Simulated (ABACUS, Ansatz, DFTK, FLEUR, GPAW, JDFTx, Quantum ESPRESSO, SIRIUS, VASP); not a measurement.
## KTaO3: 9 runs at one level of theory

```
Ta K O
1.0
     3.98830    0.00000    0.00000
     0.00000    3.98830    0.00000
     0.00000    0.00000    3.98830
Ta K O
1 1 3
Direct
  0.00000 0.00000 0.00000
  0.50000 0.50000 0.50000
  0.00000 0.00000 0.50000
  0.00000 0.50000 0.00000
  0.50000 0.00000 0.00000
```

Alike in all runs: task equation of state; functional PBEsol; k mesh 7 × 7 × 7; occupations fermi-dirac, width 0.05 eV; no spin polarisation; no spin-orbit coupling.

```csv
program and potentials,plane-wave cutoff (eV),notes,equilibrium volume (Å³/atom),bulk modulus (GPa)
"FLEUR, all-electron, FLAPW",-,-,12.66,200.9
"ABACUS, PseudoDojo NC SR 0.4.1 PBEsol standard, plane waves",1143,-,12.58,202.9
"JDFTx, PseudoDojo-SR-PBEsol-0.4.1-standard with smoothed tails",1143,-,12.58,202.9
"DFTK, PseudoDojo SR PBEsol 0.4.1 standard (PBEsol)",1143,-,12.58,202.9
"SIRIUS, PseudoDojo 0.4.1 PBEsol standard (scalar relativistic)",1152,-,12.58,202.9
"VASP, PBE PAW files K_sv, O, Ta_pv, 520 eV",520,potentials made for PBE,12.72,203.0
"Quantum ESPRESSO, GBRV 1.5 PBEsol",762,-,12.69,203.7
"GPAW, PAW data sets generated for this functional",800,-,12.69,201.7
"Ansatz, all-electron LAPW, scalar-relativistic",-,-,?,?
```

Question: Estimate from the other rows what the run with Ansatz, all-electron LAPW, scalar-relativistic gave.

Answer: Equilibrium volume 12.66 Å³/atom; bulk modulus 201.4 GPa. The other rows, which needn't bracket it: equilibrium volume 12.58 to 12.72; bulk modulus 200.9 to 203.7.
